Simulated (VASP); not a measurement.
# PtC18: single point with PBEsol

Slab: PtC18, a slab with vacuum.

```
C Pt
1.0
     7.39800    0.00000    0.00000
    -3.69900    6.40686    0.00000
     0.00000    0.00000   12.00000
C Pt
18 1
Direct
  0.00419 0.00924 0.08500
  0.22633 0.11708 0.07968
  0.00322 0.33939 0.08057
  0.22583 0.45005 0.08036
  0.00497 0.67092 0.09826
  0.22918 0.78422 0.08509
  0.33702 0.00634 0.07964
  0.55939 0.11647 0.07820
  0.33647 0.33943 0.07828
  0.55881 0.44955 0.07965
  0.33645 0.67264 0.08052
  0.55936 0.78326 0.08043
  0.66998 0.00585 0.08018
  0.89256 0.11648 0.08047
  0.66954 0.33883 0.07964
  0.89166 0.44668 0.08511
  0.66662 0.67167 0.08498
  0.89084 0.78502 0.09809
  0.94779 0.72848 0.25835
```

The cell was built by a generator and needn't be a form met in nature.

* Program: VASP 6.6.1
* Task: single point
* Functional: PBEsol
* Potentials or basis: VASP PAW PBE potentials, release 64 (C, Pt)
* Cutoff: 520 eV
* k mesh: 2 × 2 × 1
* Occupations: gaussian, width 0.05 eV
* Spin: no spin polarisation
* Dipole correction: no
* Further INCAR settings: LREAL = Auto; ALGO = Fast; EDIFF = 1e-06; NBANDS = 56

The largest force is 0.142 eV/Å and the band gap on the k mesh is 0.30 eV, direct.

Forces in eV/Å, atoms in the order of the input:
```
C    0.009 -0.010  0.000
C   -0.005  0.000 -0.004
C    0.007 -0.009  0.006
C   -0.005 -0.001 -0.004
C    0.044 -0.025 -0.075
C   -0.005  0.010 -0.003
C    0.008  0.004  0.001
C   -0.015  0.003 -0.006
C   -0.004 -0.006  0.000
C    0.001  0.003  0.003
C    0.013 -0.005  0.004
C   -0.017  0.011  0.002
C    0.010 -0.007  0.006
C   -0.006  0.016  0.003
C    0.003 -0.006  0.001
C   -0.017  0.008  0.000
C    0.016 -0.009  0.000
C   -0.041  0.028 -0.075
Pt   0.004 -0.005  0.142
```

Levels at points of the mesh, in eV from the valence-band top:
```
           k point  band 38  band 39  band 40  band 41  band 42  band 43  band 44  band 45
(0.00, 0.00, 0.00)    -1.23    -1.23    -0.28     0.00     0.30     0.57     1.00     3.74
(0.50, 0.00, 0.00)    -1.42    -1.41    -1.00    -0.90     0.55     1.78     2.53     2.57
(0.00, 0.50, 0.00)    -1.42    -1.41    -1.00    -0.90     0.55     1.78     2.53     2.57
(0.50, 0.50, 0.00)    -1.44    -1.10    -1.08    -0.91     0.37     1.80     2.48     2.55
```

Wall time 7.6 min on 1 thread of Intel(R) Xeon(R) Platinum 8375C CPU @ 2.90GHz (Ice Lake) (shared host), peak memory 0.62 GiB.

Caveat: the k mesh is coarse (spacing up to 0.49 Å⁻¹), so the values aren't converged; the PAW data sets were made with another functional, which shifts forces and pressure a little; spin-orbit coupling is left out, which moves the levels of the heavy elements. As with any semilocal functional, this PBEsol gap is likely too small.
